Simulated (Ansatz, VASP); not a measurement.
# BeSb in two plane-wave programs, part 2 of 2

Aim: how closely do two programs agree when they are given the same cell, functional and k mesh? The cell is invented: As first built, before any earlier steps moved the atoms (in the runner's words): it takes the MgSb structure with some of its atoms replaced by other elements, volume scaled by an estimate. It may not be a known or stable phase. The cell is taken from a series of VASP runs on this material, whose earlier steps may have relaxed, scaled or displaced it; both programs get it as it stands.

VASP 6.6.1 and Ansatz 0.2.0.

So far: The structure; VASP: band structure, r2SCAN; Ansatz: band structure, r2SCAN; Differences; Ansatz: band structure, PBE, spin-orbit coupling.

### Step 6. VASP: band structure, PBE, spin-orbit coupling

Level of this step: PBE, spin-orbit coupling; plane waves and PAW (Sb, Be); invented cell (VASP).

The same cell, functional, mesh and smearing now go to VASP, with its own data sets and cutoff.

File INCAR:

```
SYSTEM = BeSb
PREC = Accurate
ENCUT = 400
EDIFF = 1E-06
NELM = 100
ISMEAR = 0
SIGMA = 0.02
LREAL = .FALSE.
ALGO = Normal
GGA = PE
LNONCOLLINEAR = .TRUE.
MAGMOM = 0 0 0 0 0 0
NBANDS = 18
GGA_COMPAT = .FALSE.
LASPH = .TRUE.
LSORBIT = .TRUE.
LORBIT = 11
LWAVE = .FALSE.
LCHARG = .FALSE.
KPAR = 4
```

File POSCAR:

```
BeSb
1.0
    1.8683470398      1.0786905844      2.9964359622
   -1.8683470398      1.0786905844      2.9964359622
    0.0000000000     -2.1573811688      2.9964359622
Sb Be
1 1
Direct
    0.5000000000      0.5000000000      0.5000000000
    0.0000000000      0.0000000000      0.0000000000
```

File KPOINTS:

```
Automatic mesh
0
Gamma
7 7 7
0 0 0
```

File KPOINTS_OPT:

```
Line mode
16
Line-mode
Reciprocal
  0.00000000   0.00000000   0.00000000 GAMMA
  0.50000000   0.00000000   0.00000000 L

  0.50000000   0.00000000   0.00000000 L
  0.50000000   0.25306245  -0.25306245 B1

  0.74693755   0.50000000   0.25306245 B
  0.50000000   0.50000000   0.50000000 Z

  0.50000000   0.50000000   0.50000000 Z
  0.00000000   0.00000000   0.00000000 GAMMA

  0.00000000   0.00000000   0.00000000 GAMMA
  0.37653122   0.00000000  -0.37653122 X

  0.62346878   0.37653122   0.00000000 Q
  0.50000000   0.50000000   0.00000000 F

  0.50000000   0.50000000   0.00000000 F
  0.62346878   0.62346878   0.25306245 P1

  0.62346878   0.62346878   0.25306245 P1
  0.50000000   0.50000000   0.50000000 Z

  0.50000000   0.00000000   0.00000000 L
  0.74693755   0.37653122   0.37653122 P
```

Potentials, in the order of the species: Sb and Be (PBE family, release 64).

Started as:

```sh
$ mpirun -np 4 vasp_ncl
```

Numbers of over 12 decimals in the logs are rounded to 6 here.

Output:

```text
[banner, memory and clock lines left out]
running    4 mpi-ranks, on    1 nodes
[...]
LDA part: xc-table for (Slater+PW92), standard interpolation
 POSCAR, INCAR and KPOINTS ok, starting setup
[...]
entering main loop
       N       E                     dE             d eps       ncg     rms          rms(c)
DAV:   1     0.150141220649E+02    0.15014E+02   -0.20929E+03  1584   0.510E+02
DAV:   2    -0.622433180849E+01   -0.21238E+02   -0.19460E+02  2054   0.976E+01
DAV:   3    -0.722365902942E+01   -0.99933E+00   -0.98809E+00  2126   0.222E+01
DAV:   4    -0.723255149139E+01   -0.88925E-02   -0.88615E-02  1904   0.252E+00
[...]
DAV:  11    -0.718349658571E+01    0.34738E-05   -0.19899E-06  2118   0.101E-02    0.678E-03
DAV:  12    -0.718349547589E+01    0.11098E-05   -0.13924E-07  1028   0.302E-03    0.139E-03
DAV:  13    -0.718349506790E+01    0.40798E-06   -0.73786E-08   924   0.188E-03
   1 F= -.71834951E+01 E0= -.71832833E+01  d E =-.423477E-03  mag=    -0.0000    -0.0000     0.0000
 Start KPOINTS_OPT (optional k-point list driver)
k-point batch [1-44\144]
       N       E                     dE             ncg
DAV:   1     0.190590513388E+04   -0.54230E+04     1584
DAV:   2     0.100389193691E+04   -0.90201E+03     2186
DAV:   3     0.958298337519E+03   -0.45594E+02     1958
DAV:   4     0.957701824137E+03   -0.59651E+00     2002
DAV:   5     0.957693833814E+03   -0.79903E-02     1962
DAV:   6     0.957693665738E+03   -0.16808E-03     1978
DAV:   7     0.957693662336E+03   -0.34026E-05     1804
DAV:   8     0.957693662178E+03   -0.15737E-06     1314
[...]
k-point batch [133-144\144]
       N       E                     dE             ncg
DAV:   1     0.759270901615E+04   -0.22124E+04      432
DAV:   2     0.734268019120E+04   -0.25003E+03      566
DAV:   3     0.733148362170E+04   -0.11197E+02      564
DAV:   4     0.733139088634E+04   -0.92735E-01      534
DAV:   5     0.733138954988E+04   -0.13365E-02      532
DAV:   6     0.733138952329E+04   -0.26594E-04      534
DAV:   7     0.733138952270E+04   -0.58871E-06      466
```

Parts of OUTCAR (step 6):

```text
  Total       -0.0091697     -0.0091697     -0.0122083      0.0000000     -0.0000000      0.0000000
  in kB       -0.4054652     -0.4054652     -0.5398294      0.0000000     -0.0000000      0.0000000
  external PRESSURE =      -0.4502533 kB  Pullay stress =       0.0000000 kB

 POSITION                                       TOTAL-FORCE (eV/Angst)
 -----------------------------------------------------------------------------------
      0.00000      0.00000      4.49465         0.000000      0.000000     -0.000000
      0.00000      0.00000      0.00000         0.000000     -0.000000      0.000000
 -----------------------------------------------------------------------------------
    total drift:                               -0.000000     -0.000000     -0.000000

  FREE ENERGIE OF THE ION-ELECTRON SYSTEM (eV)
  ---------------------------------------------------
  free  energy   TOTEN  =        -7.1834950679 eV

  energy  without entropy=       -7.1830715909  energy(sigma->0) =       -7.18328333

 magnetization (x)
# of ion       s       p       d       tot
------------------------------------------
    1       -0.000   0.000   0.000  -0.000
    2        0.000   0.000   0.000   0.000
--------------------------------------------------
tot         -0.000   0.000   0.000  -0.000

 magnetization (y)
# of ion       s       p       d       tot
------------------------------------------
    1       -0.000   0.000  -0.000  -0.000
    2        0.000   0.000   0.000   0.000
--------------------------------------------------
tot         -0.000   0.000  -0.000   0.000

 magnetization (z)
# of ion       s       p       d       tot
------------------------------------------
    1        0.000   0.000   0.000   0.000
    2        0.000   0.000   0.000   0.000
--------------------------------------------------
tot          0.000   0.000   0.000   0.000

[... 1 part as in an earlier step ...]

[... 2 further parts left out ...]
[key lines of the parts left out:]
E-fermi :   7.5013
```

The run ends at a pressure of -0.05 GPa.

### Step 7. Comparison

What differs besides the data sets and the points named for the pairs above, as far as they apply: spin-orbit coupling enters by fully relativistic files in Ansatz and inside the spheres in VASP; the data sets hold 17 valence electrons in Ansatz (fully relativistic PAW (standard-fr) files) and 7 in VASP; the cutoff is 420 eV in Ansatz and 400 eV in VASP. Total energies have different zeros and are not compared.

Both answers:

| quantity | Ansatz | VASP | difference |
| --- | --- | --- | --- |
| pressure (GPa) | -0.21 | -0.05 | -0.17 |

Levels from 3 eV below to 2 eV above the Fermi level differ by 7 meV r.m.s. and 21 meV at most; each VASP level is matched to the nearest of Ansatz, which flatters the figure a little. Ansatz's pressure holds a Pulay correction of 0.04 GPa; VASP's holds none.

### Step 8. Ansatz: band structure, r2SCAN, spin-orbit coupling

With cell and atoms fixed, the geometry can't cause a difference; cores, projectors, grids and the points listed under the comparison can.

The cell is taken from a series of VASP runs on this material, whose earlier steps may have relaxed, scaled or displaced it; both programs get it as it stands.

File input.yaml:

```yaml
crystal:
  lattice:
    - [1.8683470398, 1.0786905844, 2.9964359622]
    - [-1.8683470398, 1.0786905844, 2.9964359622]
    - [0.0, -2.1573811688, 2.9964359622]
  atoms:
    - { symbol: Sb, position: [0.5, 0.5, 0.5] }
    - { symbol: Be, position: [0.0, 0.0, 0.0] }
hamiltonian:
  xc: r2scan
  pseudopotentials: { kind: paw_fr }
magnetization:
  noncollinear: true
  spin_orbit: true
kpoints:
  mp_grid: { grid: [7, 7, 7] }
  band_path:
    path:
      - [0.0, 0.0, 0.0]
      - [0.13333, 0.0, 0.0]
      - [0.3, 0.0, 0.0]
      - [0.46667, 0.0, 0.0]
      - [0.5, 0.05061, -0.05061]
      - [0.5, 0.13497, -0.13497]
      - [0.5, 0.21932, -0.21932]
      - [0.71401, 0.5, 0.28599]
      - [0.6317, 0.5, 0.3683]
      - [0.54939, 0.5, 0.45061]
      - [0.46667, 0.46667, 0.46667]
      - [0.3, 0.3, 0.3]
      - [0.13333, 0.13333, 0.13333]
      - [0.0, 0.0, 0.0]
      - [0.12551, 0.0, -0.12551]
      - [0.22592, 0.0, -0.22592]
      - [0.35143, 0.0, -0.35143]
      - [0.59878, 0.40122, 0.0]
      - [0.55762, 0.44238, 0.0]
      - [0.51646, 0.48354, 0.0]
      - [0.51646, 0.51646, 0.03374]
      - [0.55762, 0.55762, 0.1181]
      - [0.59878, 0.59878, 0.20245]
      - [0.61524, 0.61524, 0.26952]
      - [0.57408, 0.57408, 0.35184]
      - [0.53293, 0.53293, 0.43415]
      - [0.5, 0.0, 0.0]
      - [0.58231, 0.12551, 0.12551]
      - [0.66463, 0.25102, 0.25102]
      - [0.74694, 0.37653, 0.37653]
    npoints: 1
scf:
  occupations: { method: gaussian, width: 0.02 }
  n_extra_bands: 14
output:
  forces: true
  stress: true
  eigenvalues: true
```

Started as:

```sh
$ ansatz run input.yaml --threads 2 --pin off --max-ram 4608MiB --backend cpu --events-out ev --progress --plain --runs-dir out
```

Output:

```text
[...]
Crystal: 2 atoms, lattice volume = 36.234 Å³
Basis set: ecut = 500 eV, 929 PW (Γ), exchange–correlation on 108×108×108 points (64 copies of the dense FFT grid, shifted against one another)
Bands: 31, of which v1, the nominal top of the filled ones, is band 17 counted from 1 (16 counted from 0)
[...]
k-point 1: bands = [... 13 lower, 9.2408, 11.0816, 11.0816, 11.5487, 11.5487, 16.4187, 16.4187, 16.5560, ... 10 higher]
  k-point 2: bands = [... 13 lower, 6.1612, 11.0731, 11.0731, 11.5439, 11.5439, 14.6282, 14.6282, 14.7927, ... 10 higher]
  k-point 43: bands = [... 13 lower, 3.6321, 8.8246, 8.8246, 10.3822, 10.3822, 12.9052, 12.9052, 14.4543, ... 10 higher]
[key lines of the parts left out:]
SCF converged after 6 iterations
Magnetization: |M| = 0.0000 μB,  M = (+0.0000, +0.0000, +0.0000) μB
Free energy (F): -6580.848562 eV
Fermi energy:    10.007977 eV
P = ⅓ Tr σ = -0.6470 GPa (-6.470 kbar)
```

The job ended after 19 s (2 threads of Arm Neoverse V2, shared host; peak memory 0.55 GiB).

### Step 9. VASP: band structure, r2SCAN, spin-orbit coupling

The same cell, functional, mesh and smearing now go to VASP, with its own data sets and cutoff.

Changes to INCAR since step 6:

```diff
@@ -9,3 +9,4 @@
 ALGO = Normal
-GGA = PE
+METAGGA = R2SCAN
+LASPH = .TRUE.
 LNONCOLLINEAR = .TRUE.
@@ -14,3 +15,2 @@
 GGA_COMPAT = .FALSE.
-LASPH = .TRUE.
 LSORBIT = .TRUE.
```

POSCAR is that of step 6.

KPOINTS is that of step 6.

KPOINTS_OPT is that of step 6.

Started as:

```sh
$ mpirun -np 4 vasp_ncl
```

Output:

```text
[banner, memory and clock lines left out]
running    4 mpi-ranks, on    1 nodes
[...]
[... a notice as in an earlier step ...]

 LDA part: xc-table for (None), standard interpolation
 POSCAR, INCAR and KPOINTS ok, starting setup
[...]
entering main loop
       N       E                     dE             d eps       ncg     rms          rms(c)
DAV:   1    -0.660408246695E+01   -0.66041E+01   -0.21846E+03  1584   0.530E+02
DAV:   2    -0.289243633235E+02   -0.22320E+02   -0.20462E+02  2062   0.102E+02
DAV:   3    -0.299637054600E+02   -0.10393E+01   -0.10277E+01  2116   0.231E+01
DAV:   4    -0.299725232950E+02   -0.88178E-02   -0.87915E-02  1912   0.258E+00
[...]
DAV:  10    -0.292736443237E+02   -0.52619E-04   -0.85207E-05  1894   0.818E-02    0.636E-03
DAV:  11    -0.292736427494E+02    0.15744E-05   -0.28566E-06  1850   0.134E-02    0.680E-03
DAV:  12    -0.292736425490E+02    0.20037E-06   -0.31283E-07  1210   0.585E-03
   1 F= -.29273643E+02 E0= -.29273518E+02  d E =-.249911E-03  mag=    -0.0000     0.0000    -0.0000
 Start KPOINTS_OPT (optional k-point list driver)
k-point batch [1-44\144]
       N       E                     dE             ncg
DAV:   1     0.188068305303E+04   -0.54482E+04     1584
DAV:   2     0.921781423166E+03   -0.95890E+03     2200
DAV:   3     0.874968602528E+03   -0.46813E+02     1940
DAV:   4     0.874339220652E+03   -0.62938E+00     1988
DAV:   5     0.874328843673E+03   -0.10377E-01     1954
DAV:   6     0.874328579394E+03   -0.26428E-03     1974
DAV:   7     0.874328569796E+03   -0.95982E-05     1824
DAV:   8     0.874328569332E+03   -0.46331E-06     1338
[...]
k-point batch [133-144\144]
       N       E                     dE             ncg
DAV:   1     0.758231980949E+04   -0.22228E+04      432
DAV:   2     0.731752557898E+04   -0.26479E+03      566
DAV:   3     0.730595599555E+04   -0.11570E+02      568
DAV:   4     0.730586408793E+04   -0.91908E-01      536
DAV:   5     0.730586284859E+04   -0.12393E-02      540
DAV:   6     0.730586282562E+04   -0.22971E-04      542
DAV:   7     0.730586282513E+04   -0.49775E-06      454
```

OUTCAR, selected parts (step 9):

```text
  Total       -0.0690585     -0.0690585     -0.1891440      0.0000000      0.0000000      0.0000000
  in kB       -3.0536345     -3.0536340     -8.3635838      0.0000000      0.0000000      0.0000000
  external PRESSURE =      -4.8236174 kB  Pullay stress =       0.0000000 kB

 POSITION                                       TOTAL-FORCE (eV/Angst)
 -----------------------------------------------------------------------------------
      0.00000      0.00000      4.49465         0.000000      0.000000     -0.000000
      0.00000      0.00000      0.00000        -0.000000     -0.000000      0.000000
 -----------------------------------------------------------------------------------
    total drift:                               -0.000000     -0.000000     -0.000000

  FREE ENERGIE OF THE ION-ELECTRON SYSTEM (eV)
  ---------------------------------------------------
  free  energy   TOTEN  =       -29.2736425490 eV

  energy  without entropy=      -29.2733926384  energy(sigma->0) =      -29.27351759

 magnetization (y)
# of ion       s       p       d       tot
------------------------------------------
    1       -0.000  -0.000   0.000  -0.000
    2        0.000   0.000   0.000   0.000
--------------------------------------------------
tot         -0.000  -0.000   0.000  -0.000

[... 4 parts as in an earlier step ...]

[... 1 further part left out ...]
[key lines of the parts left out:]
E-fermi :   7.4462
```

The run ends at a pressure of -0.48 GPa.

### Step 10. Differences

Compared:

```
      quantity  Ansatz   VASP  difference
pressure (GPa)   -0.65  -0.48       -0.16
```

Levels from 3 eV below to 2 eV above the Fermi level differ by 7 meV r.m.s. and 19 meV at most; each VASP level is matched to the nearest of Ansatz, which flatters the figure a little.

### Step 11. Outcome

```json
{
 "r.m.s. difference of levels near the Fermi level (band structure, r2SCAN)": "3.5 meV",
 "r.m.s. difference of levels near the Fermi level (band structure, PBE, spin-orbit coupling)": "7.3 meV",
 "r.m.s. difference of levels near the Fermi level (band structure, r2SCAN, spin-orbit coupling)": "6.9 meV"
}
```

**Reading.** The r.m.s. difference of levels near the Fermi level is 7.3 meV (band structure, PBE, spin-orbit coupling), within the 80 meV picked in this series as the mark of a large difference. Such differences can come from data sets, numerical settings and the points named under the comparisons, not from the functional's error against experiment.

[Lines on the potential files, build, host, timing and source positions are cut from VASP's logs without a mark.]

[Logs are printed without paths, hosts, clocks, repeated set-up lines and the standing remarks that a program may print on its own settings, such as how far it seeks lower states.]

[Hosts, paths, dates, database ids (printed as entryN), source tags and the programs' standing remarks are cut or masked in the printed files.]
